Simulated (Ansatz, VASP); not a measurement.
# Cross-check of Si (twisted silicene bilayer, 87.80 deg) between VASP and Ansatz

One calculation is typed for both programs; each brings its own data sets. How far apart do they land? The cell is taken from a series of runs on this material, whose earlier steps may have relaxed, scaled, displaced or heated it; both programs get it as it stands.

Main program and level: Ansatz 0.2.0; plane waves, with VASP 6.6.1 beside it; PBE with D4.

### Step 1. The starting structure

The cell holds 52 atoms: 52 Si. Its edges and angles: a = 13.917 Å, b = 13.917 Å, c = 16.170 Å, α = 90.0°, β = 90.0°, γ = 120.0°. It derives from Si (silicene). As first built, before any earlier steps moved the atoms or strained the cell (in the runner's words): silicene (a = 3.86 A) under silicene (a = 3.86 A), bilayer, commensurate cell of 13 unit cells a layer, twist 87.80 deg; facing atoms 3.29 A apart;; flat layers, displaced by a Gaussian of 0.01 A. Vacuum lies along c.

### Step 2. Ansatz: single point, PBE with D4

Ansatz runs on its default PAW (the set named soft_2) files.

With cell and atoms fixed, the geometry can't cause a difference; cores, projectors, grids and the points listed under the comparison can.

input.yaml reads:

```yaml
crystal:
  lattice:
    - [13.9174, 0.0, 0.0]
    - [-6.9587, 12.05282, 0.0]
    - [0.0, 0.0, 16.17]
  atoms:
    - { symbol: Si, position: [0.13367, 0.19487, 0.42842] }
    - { symbol: Si, position: [0.18429, 0.05716, 0.41] }
    - { symbol: Si, position: [0.21773, 0.49104, 0.4282] }
    - { symbol: Si, position: [0.25257, 0.36081, 0.36434] }
    - { symbol: Si, position: [0.27321, 0.78229, 0.42818] }
    - { symbol: Si, position: [0.33338, 0.66675, 0.37284] }
    - { symbol: Si, position: [0.37243, 0.11352, 0.4201] }
    - { symbol: Si, position: [0.40931, 0.97027, 0.4076] }
    - { symbol: Si, position: [0.42467, 0.39959, 0.41897] }
    - { symbol: Si, position: [0.49308, 0.28696, 0.36977] }
    - { symbol: Si, position: [0.5091, 0.72684, 0.42815] }
    - { symbol: Si, position: [0.5608, 0.59061, 0.40762] }
    - { symbol: Si, position: [0.60027, 0.02489, 0.41906] }
    - { symbol: Si, position: [0.63936, 0.89187, 0.36423] }
    - { symbol: Si, position: [0.66654, 0.33334, 0.42601] }
    - { symbol: Si, position: [0.71292, 0.20606, 0.37022] }
    - { symbol: Si, position: [0.74094, 0.62761, 0.41978] }
    - { symbol: Si, position: [0.79379, 0.50681, 0.36992] }
    - { symbol: Si, position: [0.80511, 0.93879, 0.42871] }
    - { symbol: Si, position: [0.8729, 0.81577, 0.4103] }
    - { symbol: Si, position: [0.88667, 0.25893, 0.41988] }
    - { symbol: Si, position: [0.94292, 0.12704, 0.41006] }
    - { symbol: Si, position: [0.97484, 0.57534, 0.41898] }
    - { symbol: Si, position: [0.0297, 0.43913, 0.40777] }
    - { symbol: Si, position: [0.06129, 0.86641, 0.42848] }
    - { symbol: Si, position: [0.10814, 0.74738, 0.36432] }
    - { symbol: Si, position: [0.25258, 0.89177, 0.63552] }
    - { symbol: Si, position: [0.21777, 0.72661, 0.57183] }
    - { symbol: Si, position: [0.33325, 0.6665, 0.62745] }
    - { symbol: Si, position: [0.27325, 0.49095, 0.57186] }
    - { symbol: Si, position: [0.56087, 0.9701, 0.59239] }
    - { symbol: Si, position: [0.50883, 0.78209, 0.57183] }
    - { symbol: Si, position: [0.18415, 0.12698, 0.58971] }
    - { symbol: Si, position: [0.13361, 0.93866, 0.57134] }
    - { symbol: Si, position: [0.40937, 0.43905, 0.59221] }
    - { symbol: Si, position: [0.37227, 0.25887, 0.58003] }
    - { symbol: Si, position: [0.63913, 0.7472, 0.63553] }
    - { symbol: Si, position: [0.60045, 0.57517, 0.58086] }
    - { symbol: Si, position: [0.87288, 0.05704, 0.58986] }
    - { symbol: Si, position: [0.80514, 0.86628, 0.57159] }
    - { symbol: Si, position: [0.49314, 0.20608, 0.62977] }
    - { symbol: Si, position: [0.42473, 0.02495, 0.58094] }
    - { symbol: Si, position: [0.71304, 0.50677, 0.6301] }
    - { symbol: Si, position: [0.66668, 0.33335, 0.5738] }
    - { symbol: Si, position: [0.94284, 0.81561, 0.58983] }
    - { symbol: Si, position: [0.88658, 0.62748, 0.57992] }
    - { symbol: Si, position: [0.7938, 0.28693, 0.62984] }
    - { symbol: Si, position: [0.74097, 0.11328, 0.58] }
    - { symbol: Si, position: [0.02978, 0.59053, 0.59234] }
    - { symbol: Si, position: [0.97497, 0.39956, 0.58095] }
    - { symbol: Si, position: [0.10815, 0.36057, 0.63563] }
    - { symbol: Si, position: [0.06119, 0.19478, 0.57127] }
kpoints:
  mp_grid: { grid: [3, 3, 1] }
hamiltonian:
  xc: pbe
  dispersion: d4
scf:
  occupations: { method: fermi_dirac, width: 0.025 }
output:
  forces: true
  populations: true
  dos:
    method: { smearing: { sigma: 0.08 } }
    de: 0.1
    projected:
      site_lists:
        Si: [Si]
        layer_1: [0, 1, 2, 3, 4, 5, 6, 7, 8, 9, 10, 11, 12, 13, 14, 15, 16, 17, 18, 19, 20, 21, 22, 23, 24, 25]
        layer_2: [26, 27, 28, 29, 30, 31, 32, 33, 34, 35, 36, 37, 38, 39, 40, 41, 42, 43, 44, 45, 46, 47, 48, 49, 50, 51]
  eigenvalues: true
  write_density: true
  write_potential: true
  volumetric_format: npy
  elf: true
```

Command:

```
$ ansatz run input.yaml --threads 4 --pin off --max-ram 15872MiB --backend cpu --events-out ev --progress --plain --runs-dir out
```

Numbers of over 12 decimals in the logs are rounded to 6 here.

The program printed:

```text
Engine: ansatz 0.2.0, aarch64-unknown-linux-gnu
Pseudopotentials: kind: paw
Pseudopotential: Si, paw, valence charge 4, recommended cutoff 420 eV (normal), Si.paw.azcp
Functional definition: PBE
  parameter kappa = 0.804
  parameter beta = 0.066725
  exchange = pbe_x(kappa = kappa, mu = beta*pi^2/3)
  correlation = pbe_c(beta = beta)
Crystal: 52 atoms, lattice volume = 2712.419 Å³
Basis set: ecut = 420 eV, 53041 PW (Γ), exchange–correlation on 192×192×240 points (8 copies of the dense FFT grid, shifted against one another)
Bands: 156, of which v1, the nominal top of the filled ones, is band 104 counted from 1 (103 counted from 0)
Symmetry: 1 space group operations
Space group: P1 (ITA 1), of the structure as read, at distance tolerance 1.4e-4 Å
k-points: 5 of 9 (time reversal used)
Non-local potential: Si, projectors of the file, l = 0: 2, l = 1: 2, l = 2: 2
PAW form: soft (Blöchl's): semilocal exchange-correlation on the pseudo side does not see the compensation charge
PAW one-centre angular grid: Si, 110 points (default); XC on 64 Gauss nodes
Initial density: superposition of atomic densities (neutral atoms: chi_scale 0, normalization atom), corrected by the library's trained network
Initial wavefunctions: pseudopotential atomic-orbital guess
Functional: x = pbe(κ = 0.804, μ = 0.219515), c = pbe(β = 0.066725)
SCF iter   1: F=—  HF=-33050.429669 eV  |F-HF|=—  |Δ(HF+E_count)|=         —  Δρ=2.77e-3  dr2=1.13e0  ethr=1.77e-3  ⟨swp⟩=7.4  Hψ=4221  notcnv=0  defer=132
preconditioner: auto → LDOS  [insulator: Δε(μ)=0.063 eV  Ē_g=7.109 eV  σ=0.025 eV  W_gap=0.56  n_scr=236 (ndim 8)  ℏωp=10.3 eV  f_vac=0.500  D(μ)=18.62/eV (n_scr^D=70)  ε∞_Penn≈3.1  β→1.0]
SCF iter   2: F=—  HF=-33050.359483 eV  |F-HF|=—  |Δ(HF+E_count)|=   7.02e-2  Δρ=1.65e-3  dr2=3.87e-1  ethr=5.43e-4  ⟨swp⟩=4.0  Hψ=1426  notcnv=0  defer=203
SCF iter   3: F=—  HF=-33050.304030 eV  |F-HF|=—  |Δ(HF+E_count)|=   5.55e-2  Δρ=6.94e-4  dr2=8.69e-2  ethr=1.86e-4  ⟨swp⟩=3.0  Hψ=1100  notcnv=0  defer=203
SCF iter   4: F=—  HF=-33050.292883 eV  |F-HF|=—  |Δ(HF+E_count)|=   1.11e-2  Δρ=2.39e-4  dr2=7.66e-3  ethr=4.18e-5  ⟨swp⟩=2.0  Hψ=993  notcnv=0  defer=203
SCF iter   5: F=—  HF=-33050.292091 eV  |F-HF|=—  |Δ(HF+E_count)|=   7.92e-4  Δρ=1.02e-4  dr2=1.41e-3  ethr=3.68e-6  ⟨swp⟩=2.0  Hψ=1079  notcnv=0  defer=203
SCF iter   6: F=—  HF=-33050.292004 eV  |F-HF|=—  |Δ(HF+E_count)|=   8.71e-5  Δρ=5.67e-5  dr2=3.39e-4  ethr=6.78e-7  ⟨swp⟩=2.8  Hψ=1045  notcnv=0  defer=203
SCF iter   7: F=—  HF=-33050.291960 eV  |F-HF|=—  |Δ(HF+E_count)|=   4.39e-5  Δρ=2.79e-5  dr2=9.59e-5  ethr=1.63e-7  ⟨swp⟩=3.0  Hψ=1052  notcnv=0  defer=203
SCF iter   8: F=—  HF=-33050.292140 eV  |F-HF|=—  |Δ(HF+E_count)|=   1.80e-4  Δρ=8.81e-6  dr2=8.44e-6  ethr=4.61e-8  ⟨swp⟩=3.0  Hψ=1173  notcnv=0  defer=203
SCF iter   9: F=—  HF=-33050.292141 eV  |F-HF|=—  |Δ(HF+E_count)|=   7.28e-7  Δρ=2.54e-6  dr2=2.76e-7  ethr=4.06e-9  ⟨swp⟩=2.0  Hψ=869  notcnv=0  defer=203
SCF iter  10: F=-33050.292141 eV  HF=-33050.292141 eV  |F-HF|=6.81e-9  |Δ(HF+E_count)|=   3.73e-7  Δρ=8.00e-7  dr2=4.91e-8  ethr=4.81e-11  ⟨swp⟩=28.0  Hψ=8845  notcnv=0
[...]
atom  26  Si    -0.00251116     0.00078950     0.00156530
  atom  27  Si    -0.00050313    -0.00146390    -0.00059728
  atom  28  Si    -0.00117839     0.00037263     0.00126139
  atom  29  Si     0.00029636     0.00389803     0.00900724
  atom  30  Si    -0.00368808    -0.00430524     0.00000048
  atom  31  Si    -0.00063315    -0.00081830     0.00273116
  atom  32  Si     0.00288439     0.00027042     0.00320508
  atom  33  Si     0.00194870    -0.00181624    -0.00587322
  atom  34  Si     0.00106113     0.00232438    -0.00368456
  atom  35  Si     0.00137935     0.00117155     0.00233735
  atom  36  Si    -0.00020598    -0.00107574     0.00004314
  atom  37  Si    -0.00127350    -0.00051579    -0.00293838
  atom  38  Si    -0.00023046    -0.00166395     0.00304087
  atom  39  Si    -0.00289422     0.00202300    -0.00085642
  atom  40  Si    -0.00148973    -0.00245276    -0.00136927
  atom  41  Si    -0.00049919     0.00138482     0.00284419
  atom  42  Si     0.00159950    -0.00078653     0.00126409
  atom  43  Si     0.00081998     0.00231562     0.00129025
  atom  44  Si    -0.00017051    -0.00004665     0.00058138
  atom  45  Si     0.00035933     0.00011852    -0.00124360
  atom  46  Si     0.00207328    -0.00383794     0.00035615
  atom  47  Si     0.00187395    -0.00182672     0.00442610
  atom  48  Si     0.00219274     0.00120572    -0.00161818
  atom  49  Si    -0.00506667     0.00391857    -0.00013367
  atom  50  Si     0.00033660    -0.00259787     0.00864319
  atom  51  Si    -0.00252512     0.00106757    -0.00263115
  atom  52  Si    -0.00249859     0.00310191    -0.00087495
  max |Σ_I F_I| component: 1.49e-5 eV/Å
--- Band table (eV; the first three rows and the last of 5) ---
  k-point 0: bands = [... 100 lower, -0.9765, -0.7024, -0.6996, -0.6878, -0.1485, -0.1482, 0.0416, 0.3017, ... 48 higher]
  k-point 1: bands = [... 100 lower, -0.9358, -0.7972, -0.6183, -0.5077, -0.4330, -0.2860, 0.1145, 0.1579, ... 48 higher]
  k-point 2: bands = [... 100 lower, -0.9355, -0.7965, -0.6188, -0.5078, -0.4323, -0.2856, 0.1146, 0.1581, ... 48 higher]
  k-point 4: bands = [... 100 lower, -0.9350, -0.7965, -0.6191, -0.5086, -0.4322, -0.2852, 0.1147, 0.1589, ... 48 higher]
--- Löwdin populations: 52 sites ---
  site symbol       q [e]
     0     Si      3.9176
     1     Si      3.8980
     2     Si      3.9504
     3     Si      4.0037
     4     Si      3.9505
     5     Si      3.9863
     6     Si      3.9128
     7     Si      3.9458
     8     Si      3.9246
     9     Si      4.0168
    10     Si      3.9505
    11     Si      3.9450
    12     Si      3.9242
    13     Si      4.0046
    14     Si      3.9573
    15     Si      4.0155
    16     Si      3.9128
    17     Si      4.0161
    18     Si      3.9177
    19     Si      3.8981
    20     Si      3.9131
    21     Si      3.8977
    22     Si      3.9243
    23     Si      3.9454
[...]
44     Si      3.8980
    45     Si      3.9129
    46     Si      4.0161
    47     Si      3.9129
    48     Si      3.9449
    49     Si      3.9246
    50     Si      4.0041
    51     Si      3.9177
  spilling = 0.012978 (of n_electrons = 208.000000)
```

### Step 3. VASP: single point, PBE with D4

The same cell, functional, mesh and smearing now go to VASP, with its own data sets.

Lines of VASP's logs that name or quote its potential files are left out, and so is its time.

INCAR reads:

```
SYSTEM = Si
PREC = Accurate
ENCUT = 400
EDIFF = 1E-06
NELM = 120
ISMEAR = -1
SIGMA = 0.025
LREAL = Auto
ALGO = Normal
GGA = PE
IVDW = 13
NBANDS = 144
LORBIT = 11
LWAVE = .FALSE.
LCHARG = .FALSE.
ISIF = 2
LASPH = .TRUE.
GGA_COMPAT = .FALSE.
KPAR = 4
```

POSCAR reads:

```
Si
1.0
   13.9174000000      0.0000000000      0.0000000000
   -6.9587000000     12.0528200000      0.0000000000
    0.0000000000      0.0000000000     16.1700000000
Si
52
Direct
    0.1336700000      0.1948700000      0.4284200000
    0.1842900000      0.0571600000      0.4100000000
    0.2177300000      0.4910400000      0.4282000000
    0.2525700000      0.3608100000      0.3643400000
    0.2732100000      0.7822900000      0.4281800000
    0.3333800000      0.6667500000      0.3728400000
    0.3724300000      0.1135200000      0.4201000000
    0.4093100000      0.9702700000      0.4076000000
    0.4246700000      0.3995900000      0.4189700000
    0.4930800000      0.2869600000      0.3697700000
    0.5091000000      0.7268400000      0.4281500000
    0.5608000000      0.5906100000      0.4076200000
    0.6002700000      0.0248900000      0.4190600000
    0.6393600000      0.8918700000      0.3642300000
    0.6665400000      0.3333400000      0.4260100000
    0.7129200000      0.2060600000      0.3702200000
    0.7409400000      0.6276100000      0.4197800000
    0.7937900000      0.5068100000      0.3699200000
    0.8051100000      0.9387900000      0.4287100000
    0.8729000000      0.8157700000      0.4103000000
    0.8866700000      0.2589300000      0.4198800000
    0.9429200000      0.1270400000      0.4100600000
    0.9748400000      0.5753400000      0.4189800000
    0.0297000000      0.4391300000      0.4077700000
    0.0612900000      0.8664100000      0.4284800000
    0.1081400000      0.7473800000      0.3643200000
    0.2525800000      0.8917700000      0.6355200000
    0.2177700000      0.7266100000      0.5718300000
    0.3332500000      0.6665000000      0.6274500000
    0.2732500000      0.4909500000      0.5718600000
    0.5608700000      0.9701000000      0.5923900000
    0.5088300000      0.7820900000      0.5718300000
    0.1841500000      0.1269800000      0.5897100000
    0.1336100000      0.9386600000      0.5713400000
    0.4093700000      0.4390500000      0.5922100000
    0.3722700000      0.2588700000      0.5800300000
    0.6391300000      0.7472000000      0.6355300000
    0.6004500000      0.5751700000      0.5808600000
    0.8728800000      0.0570400000      0.5898600000
    0.8051400000      0.8662800000      0.5715900000
    0.4931400000      0.2060800000      0.6297700000
    0.4247300000      0.0249500000      0.5809400000
    0.7130400000      0.5067700000      0.6301000000
    0.6666800000      0.3333500000      0.5738000000
    0.9428400000      0.8156100000      0.5898300000
    0.8865800000      0.6274800000      0.5799200000
    0.7938000000      0.2869300000      0.6298400000
    0.7409700000      0.1132800000      0.5800000000
    0.0297800000      0.5905300000      0.5923400000
    0.9749700000      0.3995600000      0.5809500000
    0.1081500000      0.3605700000      0.6356300000
    0.0611900000      0.1947800000      0.5712700000
```

KPOINTS reads:

```
Automatic mesh
0
Gamma
3 3 1
0 0 0
```

Potentials, in the order of the species: Si (PBE family, release 64).

Command:

```
$ mpirun -np 8 vasp_std
```

The program printed:

```text
[banner, memory and clock lines left out]
running    8 mpi-ranks, on    1 nodes
[...]
|                                                                             |
|           W    W    AA    RRRRR   N    N  II  N    N   GGGG   !!!           |
|           W    W   A  A   R    R  NN   N  II  NN   N  G    G  !!!           |
|           W    W  A    A  R    R  N N  N  II  N N  N  G       !!!           |
|           W WW W  AAAAAA  RRRRR   N  N N  II  N  N N  G  GGG   !            |
|           WW  WW  A    A  R   R   N   NN  II  N   NN  G    G                |
|           W    W  A    A  R    R  N    N  II  N    N   GGGG   !!!           |
|                                                                             |
|     For optimal performance we recommend to set                             |
|       NCORE = 2 up to number-of-cores-per-socket                            |
|     NCORE specifies how many cores store one orbital (NPAR=cpu/NCORE).      |
|     This setting can greatly improve the performance of VASP for DFT.       |
|     The default, NCORE=1 might be grossly inefficient on modern             |
|     multi-core architectures or massively parallel machines. Do your        |
|     Unfortunately you need to use the default for GW and RPA                |
|     calculations (for HF NCORE is supported but not extensively tested      |
|     yet).                                                                   |
|                                                                             |

 LDA part: xc-table for (Slater+PW92), standard interpolation
 POSCAR, INCAR and KPOINTS ok, starting setup
[...]
entering main loop
       N       E                     dE             d eps       ncg     rms          rms(c)
DAV:   1     0.876515294429E+03    0.87652E+03   -0.57816E+04  1448   0.859E+02
DAV:   2    -0.162414831861E+03   -0.10389E+04   -0.99484E+03  1936   0.174E+02
DAV:   3    -0.257283138713E+03   -0.94868E+02   -0.93084E+02  1680   0.510E+01
DAV:   4    -0.261082509619E+03   -0.37994E+01   -0.37716E+01  2144   0.117E+01
[...]
DAV:  23    -0.255015665760E+03   -0.16315E-05   -0.90047E-08  1072   0.383E-04    0.114E-04
DAV:  24    -0.255015667633E+03   -0.18723E-05   -0.10376E-07  1064   0.358E-04    0.907E-05
DAV:  25    -0.255015667925E+03   -0.29240E-06   -0.25467E-08   936   0.205E-04
   1 F= -.27022647E+03 E0= -.27020916E+03  d E =-.346255E-01
```

OUTCAR, selected parts (step 3):

```text
  Edisp (eV):  -15.21080

  Total     -18.79231   -18.75352    -0.52019     0.01099    -0.00171    -0.01949
  in kB     -11.10028   -11.07737    -0.30727     0.00649    -0.00101    -0.01151
  external pressure =       -7.49 kB  Pullay stress =        0.00 kB

 POSITION                                       TOTAL-FORCE (eV/Angst)
 -----------------------------------------------------------------------------------
      0.50430      2.34873      6.92755         0.001566     -0.005026      0.004900
      2.16708      0.68894      6.62970         0.000447     -0.001486      0.015761
     -0.38676      5.91842      6.92399        -0.001947     -0.001822     -0.006080
      1.00435      4.34878      5.89138         0.003637      0.002391      0.010484
     -1.64135      9.42880      6.92367         0.000589      0.004675     -0.003991
      0.00007      8.03622      6.02882         0.000982     -0.002602      0.000402
      4.39331      1.36824      6.79302         0.000544     -0.004147     -0.005899
     -1.05529     11.69449      6.59089        -0.000870      0.000983      0.002360
      3.12968      4.81619      6.77474         0.002151      0.001653     -0.008448
      4.86552      3.45868      5.97918        -0.000099     -0.000369      0.005520
      2.02749      8.76047      6.92319         0.001977     -0.000011     -0.006419
      3.69500      7.11852      6.59122         0.000919      0.000366      0.002497
      8.18100      0.29999      6.77620        -0.002473      0.001296     -0.007534
      2.69197     10.74955      5.88960         0.000364      0.001773      0.012937
[...]
-----------------------------------------------------------------------------------
    total drift:                               -0.001276     -0.000669      0.002395

  FREE ENERGIE OF THE ION-ELECTRON SYSTEM (eV)
  ---------------------------------------------------
  free  energy   TOTEN  =      -270.2264710293 eV

  energy  without entropy=     -270.1918455487  energy(sigma->0) =     -270.20915829

[... 2 further parts left out ...]
```

### Step 4. Side by side

Known differences besides the potentials themselves: the cutoff is 420 eV in Ansatz and 400 eV in VASP (PREC = Accurate, projectors in real space). Total energies have different zeros and are not compared.

The two programs side by side:

| quantity | Ansatz | VASP | difference |
| --- | --- | --- | --- |
| gap on the k mesh (eV) | 0.075 | 0.074 | +0.001 |

The largest component of a force difference here is 10 meV/Å. A gap on the mesh is an upper bound, since the band edges may lie between its points. Where the cell holds vacuum, a pressure given here is an average over it and none of the material.

### Step 5. What came out

- difference in gap on the k mesh (single point, PBE with D4): 5.0e-4 eV

What this shows: The difference in gap on the k mesh is 5.0e-4 eV (single point, PBE with D4), within the 0.08 eV picked in this series as the mark of a large difference. Such differences can come from data sets, numerical settings and the points named under the comparisons, not from the functional's error against experiment.

[Lines on the potential files, build, host, timing and source positions are cut from VASP's logs without a mark.]

[Logs are printed without paths, hosts, clocks, repeated set-up lines and the standing remarks that a program may print on its own settings, such as how far it seeks lower states.]

[Hosts, paths, dates, database ids (printed as entryN), source tags and the programs' standing remarks are cut or masked in the printed files.]
